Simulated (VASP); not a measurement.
Consider the following.

```xyz
4
Lattice="3.9444 0.0000 0.0000 0.0000 3.9444 0.0000 0.0000 0.0000 4.8878" Properties=species:S:1:pos:R:3 pbc="T T T"
Pb     1.9722     3.9444     3.7047
Pb     0.0000     1.9722     1.1831
O      1.9722     1.9722     0.0000
O      3.9444     0.0000     0.0000
```

Level of theory: LDA (Ceperley-Alder, Perdew-Zunger), VASP's LDA PAW potentials (set 64) (plane waves; VASP). Settings: 520 eV cut-off, 6×6×5 Γ-centred mesh, tetrahedra with Blöchl corrections, potentials Pb_d O.

The cores are frozen, which limits the accuracy of field gradients.

Give the principal components of the electric field gradient (V/Å²) and the asymmetry η at each nucleus.

```json
[
 {"atom": "Pb1", "Vxx": "117.6", "Vyy": "117.6", "Vzz": "-235.2", "η": "0.00"},
 {"atom": "Pb2", "Vxx": "117.6", "Vyy": "117.6", "Vzz": "-235.2", "η": "0.00"},
 {"atom": "O3", "Vxx": "0.5", "Vyy": "0.5", "Vzz": "-1.0", "η": "0.00"},
 {"atom": "O4", "Vxx": "0.5", "Vyy": "0.5", "Vzz": "-1.0", "η": "0.00"}
]
```

The compound is PbO in the litharge structure. It was relaxed first.
